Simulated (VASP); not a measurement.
Calculation: PBEsol GGA, VASP's PBE PAW potentials (set 64) (plane waves; VASP 6.6.1).

Input for VASP

### POSCAR
```
BP
3.1968980
  0.0000000000   0.7071067361   0.7071067361
  0.7071067361   0.0000000000   0.7071067361
  0.7071067361   0.7071067361   0.0000000000
B P
1 1
Cartesian
  0.0000000000   0.0000000000   0.0000000000
  0.3535533680   0.3535533680   0.3535533680
```

### INCAR
```
SYSTEM = BP
PREC = Accurate; ENCUT = 650; LREAL = .False.
LASPH = .True.
EDIFF = 1E-7; NELM = 100; ALGO = Normal
ISMEAR = 0; SIGMA = 0.05
GGA = PS
IBRION = 6; NSW = 1; ISIF = 3
POTIM = 0.015; NFREE = 2
LWAVE = .False.; LCHARG = .False.
```

### KPOINTS
```
Automatic
0
gamma
9 9 9
```

POTCAR, in this order: B P (PBE.64 set). Program: vasp_std.

What VASP printed:

**OUTCAR**
```
 ion  position               nearest neighbor table
   1  0.000  0.000  0.000-   2 1.96   2 1.96   2 1.96   2 1.96
   2  0.250  0.250  0.250-   1 1.96   1 1.96   1 1.96   1 1.96
  LATTYP: Found a face centered cubic cell.
 ALAT       =     4.5210962206
 Subroutine PRICEL returns:
 Original cell was already a primitive cell.
 Subroutine GETGRP returns: Found 24 space group operations
The static configuration has the point symmetry T_d .
The dynamic configuration has the point symmetry T_d .
 Subroutine INISYM returns: Found 24 space group operations
 Subroutine IBZKPT returns following result:
 Found     35 irreducible k-points:

 Following reciprocal coordinates:
            Coordinates               Weight
  0.000000  0.000000  0.000000      1.000000
  0.111111  0.000000  0.000000      8.000000
  0.222222  0.000000  0.000000      8.000000
  0.333333  0.000000  0.000000      8.000000
  0.444444  0.000000  0.000000      8.000000
  0.111111  0.111111  0.000000      6.000000
  0.222222  0.111111  0.000000     24.000000
  0.333333  0.111111  0.000000     24.000000
  0.444444  0.111111  0.000000     24.000000
 -0.444444  0.111111  0.000000     24.000000
 -0.333333  0.111111  0.000000     24.000000
 -0.222222  0.111111  0.000000     24.000000
 -0.111111  0.111111  0.000000     12.000000
  0.222222  0.222222  0.000000      6.000000
  0.333333  0.222222  0.000000     24.000000
  0.444444  0.222222  0.000000     24.000000
 -0.444444  0.222222  0.000000     24.000000
 -0.333333  0.222222  0.000000     24.000000
 -0.222222  0.222222  0.000000     12.000000
  0.333333  0.333333  0.000000      6.000000
  0.444444  0.333333  0.000000     24.000000
 -0.444444  0.333333  0.000000     24.000000
 -0.333333  0.333333  0.000000     12.000000
  0.444444  0.444444  0.000000      6.000000
...
```

File OUTCAR:
```


 TOTAL ELASTIC MODULI (kBar)
 Direction    XX          YY          ZZ          XY          YZ          ZX
 --------------------------------------------------------------------------------
 XX        3461.2819    809.6735    809.6735     -0.0000     -0.0000     -0.0000
 YY         809.6735   3461.2819    809.6735     -0.0000     -0.0000     -0.0000
 ZZ         809.6735    809.6735   3461.2819     -0.0000     -0.0000     -0.0000
 XY          -0.0000     -0.0000     -0.0000   1881.6645      0.0000      0.0000
 YZ          -0.0000     -0.0000     -0.0000      0.0000   1881.6645      0.0000
 ZX          -0.0000     -0.0000     -0.0000      0.0000      0.0000   1881.6645
 --------------------------------------------------------------------------------
```
(Selected blocks of OUTCAR.)

The compound is BP in the zinc blende structure. It was relaxed first.
